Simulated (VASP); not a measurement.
OSZICAR of a VASP run on KI (rock salt):

### OSZICAR
```
       N       E                     dE             d eps       ncg     rms          rms(c)
DAV:   1     0.100161871342E+03    0.10016E+03   -0.66990E+03   480   0.113E+03
DAV:   2     0.455420190405E+01   -0.95608E+02   -0.89257E+02   552   0.248E+02
DAV:   3    -0.160835473975E+01   -0.61626E+01   -0.61313E+01   632   0.594E+01
DAV:   4    -0.193088769669E+01   -0.32253E+00   -0.32211E+00   892   0.115E+01
DAV:   5    -0.193206878765E+01   -0.11811E-02   -0.11810E-02   624   0.771E-01    0.385E+00
DAV:   6    -0.181517798711E+01    0.11689E+00   -0.15962E-01   596   0.218E+00    0.262E+00
DAV:   7    -0.178475253473E+01    0.30425E-01   -0.12056E-01   588   0.202E+00    0.782E-01
DAV:   8    -0.178276653021E+01    0.19860E-02   -0.15954E-02   616   0.900E-01    0.618E-02
DAV:   9    -0.178268563135E+01    0.80899E-04   -0.63112E-04   624   0.192E-01    0.649E-02
DAV:  10    -0.178271402818E+01   -0.28397E-04   -0.25895E-04   584   0.129E-01    0.330E-02
DAV:  11    -0.178269322536E+01    0.20803E-04   -0.80259E-05   612   0.421E-02    0.944E-03
DAV:  12    -0.178269360930E+01   -0.38394E-06   -0.35031E-06   632   0.145E-02    0.207E-03
DAV:  13    -0.178269376249E+01   -0.15319E-06   -0.64299E-08   468   0.227E-03    0.115E-03
DAV:  14    -0.178269370835E+01    0.54142E-07   -0.76028E-08   448   0.293E-03
   1 F= -.17826937E+01 E0= -.17826937E+01  d E =0.000000E+00
```

Problem. Which electronic solver shows in the log?

Solution. It is blocked Davidson (ALGO = Normal, or the opening steps of other solvers). The INCAR had ALGO = Normal.

Problem. Can the final energy be trusted as converged?

Solution. The run converged. It stopped with EDIFF = 1E-7, NELM = 100 (vdW-DF2, plane waves, VASP's PBE PAW potentials (set 64)).

The compound is KI in the rock salt structure. It was relaxed first.
